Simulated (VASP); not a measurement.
# LaPb3: convergence with the plane-wave cutoff and precision settings, part 3 of 3

Aim: find what the plane-wave cutoff and precision settings change for LaPb3, and what they cost. The series runs use LDA. The start is a cell from a database of measured crystal structures.

VASP 6.6.1; LDA; plane waves and PAW (La, Pb_d).

Still holding for the runs below: This run has no spin polarisation. Its electron count is odd, so without a moment it is a metal by construction. The k-mesh is coarse for a metal.

So far. Step 15 (Precision settings: PREC = Accurate): Against the first of the series the energy moves by +0.76 meV an atom and the pressure by -0.05 GPa, after 13 cycles in 4.8 s. Step 16 (Precision settings: LREAL = Auto): Against PREC = Accurate, on which this run builds, the energy moves by +0.60 meV an atom and the pressure by +0.01 GPa, after 13 cycles in 6.4 s.

The database entry behind the starting cell is an old determination (1935), so it need not match the best structure at ambient conditions.

## Step 17: Precision settings: ADDGRID on

INCAR

```
SYSTEM = LaPb3
PREC = Accurate
ENCUT = 400
EDIFF = 1E-06
NELM = 100
ISMEAR = -1
SIGMA = 0.05
LREAL = .FALSE.
ALGO = Normal
GGA = CA
NBANDS = 32
LASPH = .TRUE.
LORBIT = 11
LWAVE = .FALSE.
LCHARG = .FALSE.
KPAR = 4
ISIF = 2
ADDGRID = .TRUE.
```

POSCAR

```
LaPb3
1.0
    4.8930000000      0.0000000000      0.0000000000
    0.0000000000      4.8930000000      0.0000000000
    0.0000000000      0.0000000000      4.8930000000
La Pb
1 3
Direct
    0.0000000000      0.0000000000      0.0000000000
    0.0000000000      0.5000000000      0.5000000000
    0.5000000000      0.0000000000      0.5000000000
    0.5000000000      0.5000000000      0.0000000000
```

KPOINTS

```
Automatic mesh
0
Gamma
5 5 5
0 0 0
```

The projector-augmented-wave data sets are La and Pb_d (PBE family, release 64).

Command:

```
mpirun -np 4 vasp_std
```

The log of the run:

```text
[... set-up lines as in an earlier step ...]
 entering main loop
       N       E                     dE             d eps       ncg     rms          rms(c)
DAV:   1     0.599514718853E+03    0.59951E+03   -0.19906E+04   648   0.191E+03
DAV:   2     0.797714720508E+02   -0.51974E+03   -0.51092E+03   640   0.443E+02
DAV:   3    -0.140789768112E+02   -0.93850E+02   -0.92707E+02   824   0.234E+02
DAV:   4    -0.205908049993E+02   -0.65118E+01   -0.62860E+01  1032   0.665E+01
[...]
DAV:  11    -0.205197028255E+02    0.99277E-05   -0.24408E-04  1144   0.128E-01    0.965E-03
DAV:  12    -0.205197018464E+02    0.97913E-06   -0.30425E-05   904   0.660E-02    0.341E-03
DAV:  13    -0.205197021364E+02   -0.29001E-06   -0.43068E-06   712   0.205E-02
   1 F= -.20519702E+02 E0= -.20514536E+02  d E =-.103326E-01
```

Run time: 11 s. Hardware: 4 MPI ranks of Intel Xeon 6975P-C (Granite Rapids), shared host; peak memory 0.97 GiB.

From OUTCAR (step 17):

```text
  Total       -1.4373615     -1.4373615     -1.4373615     -0.0000000     -0.0000000      0.0000000
  in kB      -19.6585262    -19.6585262    -19.6585262     -0.0000000     -0.0000000      0.0000000
  external PRESSURE =     -19.6585262 kB  Pullay stress =       0.0000000 kB

  FREE ENERGIE OF THE ION-ELECTRON SYSTEM (eV)
  ---------------------------------------------------
  free  energy   TOTEN  =       -20.5197021364 eV

  energy  without entropy=      -20.5093695714  energy(sigma->0) =      -20.51453585

[... 3 parts as in an earlier step ...]

[... 1 further part left out ...]
[key lines of the parts left out:]
E-fermi :   7.8938
```

Against PREC = Accurate, on which this run builds, the energy moves by +0.01 meV an atom while the pressure stays within 0.01 GPa, after 13 cycles in 11 s.

## Step 18: Precision settings: LASPH off

INCAR: that of step 17 with these lines changed.

```diff
@@ -11,3 +11,3 @@
 NBANDS = 32
-LASPH = .TRUE.
+LASPH = .FALSE.
 LORBIT = 11
@@ -17,2 +17 @@
 ISIF = 2
-ADDGRID = .TRUE.
```

POSCAR is that of step 17.

KPOINTS is that of step 17.

Command:

```
mpirun -np 4 vasp_std
```

The log of the run:

```text
[... set-up lines as in an earlier step ...]
 entering main loop
       N       E                     dE             d eps       ncg     rms          rms(c)
[... 1 cycle as in an earlier step ...]
DAV:   2     0.797714445788E+02   -0.51974E+03   -0.51092E+03   640   0.443E+02
DAV:   3    -0.140790019227E+02   -0.93850E+02   -0.92707E+02   824   0.234E+02
DAV:   4    -0.205908282265E+02   -0.65118E+01   -0.62860E+01  1032   0.665E+01
DAV:   5    -0.209624648032E+02   -0.37164E+00   -0.37142E+00  1232   0.116E+01    0.342E+00
[...]
DAV:  11    -0.205197280646E+02    0.99263E-05   -0.24409E-04  1144   0.128E-01    0.965E-03
DAV:  12    -0.205197270843E+02    0.98023E-06   -0.30428E-05   904   0.661E-02    0.341E-03
DAV:  13    -0.205197273751E+02   -0.29080E-06   -0.43069E-06   712   0.205E-02
   1 F= -.20519727E+02 E0= -.20514561E+02  d E =-.103326E-01
```

Elapsed: 4.2 s, on 4 MPI ranks; peak memory 0.65 GiB; 14 s of CPU time.

From OUTCAR (step 18):

```text
  Total       -1.4384857     -1.4384857     -1.4384857      0.0000000      0.0000000     -0.0000000
  in kB      -19.6739018    -19.6739018    -19.6739018      0.0000000      0.0000000     -0.0000000
  external PRESSURE =     -19.6739018 kB  Pullay stress =       0.0000000 kB

  FREE ENERGIE OF THE ION-ELECTRON SYSTEM (eV)
  ---------------------------------------------------
  free  energy   TOTEN  =       -20.5197273751 eV

  energy  without entropy=      -20.5093947446  energy(sigma->0) =      -20.51456106

[... 3 parts as in an earlier step ...]

[... 1 further part left out ...]
[key lines of the parts left out:]
E-fermi :   7.8938
```

Against PREC = Accurate, on which this run builds, the energy stays within 0.01 meV an atom and the pressure within 0.01 GPa, after 13 cycles in 4.2 s.

## Step 19: The precision settings series as a table

This step: convergence of LDA results with the precision; plane waves and PAW (VASP 6.6.1).

Derived from the runs above.

Differences are taken from the run with PREC = Normal. Results of the series, by row:

| setting | status | energy less the reference (meV/atom) | pressure (GPa) | SCF cycles | wall time (s) |
| --- | --- | --- | --- | --- | --- |
| PREC = Low | converged | -0.7374 | -1.92 | 13 | 3 |
| PREC = Medium | converged | -0.08381 | -1.962 | 13 | 3.2 |
| PREC = Normal | converged | 0 | -1.967 | 13 | 3.4 |
| PREC = Single | converged | -0.1124 | -1.937 | 13 | 4.2 |
| PREC = Accurate | converged | 0.02443 | -1.967 | 13 | 4.8 |
| LREAL = Auto | converged | 0.6284 | -1.958 | 13 | 6.4 |
| ADDGRID = .TRUE. | converged | 0.03049 | -1.966 | 13 | 10.8 |
| LASPH = .FALSE. | converged | 0.02418 | -1.967 | 13 | 4.2 |

## Step 20: Outcome

- plane-wave cutoff from which the energy stays within 10 meV/atom of the reference: ENCUT = 240
- plane-wave cutoff from which the energy stays within 1 meV/atom of the reference: ENCUT = 380
- plane-wave cutoff from which the pressure stays within 0.2 GPa of the reference: ENCUT = 380
- spread of the pressure over the plane-wave cutoff: 402 GPa
- spread of the energy over the plane-wave cutoff: 7949 meV/atom
- spread of the pressure over the precision settings: 0.0474 GPa
- spread of the energy over the precision settings: 1.37 meV/atom

From ENCUT = 380 on, the energy stays within 1 meV an atom of the reference, at 69 % of its time. The pressure holds within 0.2 GPa from ENCUT = 380 on. These cutoffs are 0.6 to 2 times the default of the data sets, about 240 eV; at the default the run is off by -5.3 meV an atom, -0.63 GPa, and at 1.3 times by -3.3 meV an atom, -0.52 GPa. Energy differences between like cells converge faster than these totals. Among the precision settings, PREC = Low moves the energy most against PREC = Accurate (-0.8 meV an atom), and PREC = Low the pressure (+0.05 GPa). The fastest converged run is PREC = Low, at 3 s against 4.8 s; on a shared host such times are rough. LREAL = Auto is slower here: projection in real space pays only in large cells. LASPH acts on gradient terms inside the spheres, which LDA lacks, so this test can't show its weight. Differences are taken from the run with ENCUT = 480, which is itself not the exact limit. Forces vanish by symmetry in this cell, so the series can't test them. The runs at ENCUT = 140; ENCUT = 180; ENCUT = 210 are over 30 meV an atom or 2 GPa off and describe the material poorly.

[Lines on the potential files, build, host, timing and source positions are cut from VASP's logs without a mark.]

[Logs are printed without paths, hosts, clocks, repeated set-up lines and the standing remarks that a program may print on its own settings, such as how far it seeks lower states.]

[Hosts, paths, dates, database ids (printed as entryN), source tags and the programs' standing remarks are cut or masked in the printed files.]

[A measured line is paired with the nearest computed mode of its activity, which favours agreement.]

[In band tables of VASP the shares of atoms and orbitals are scaled to a sum of 1 inside the atoms' spheres.]
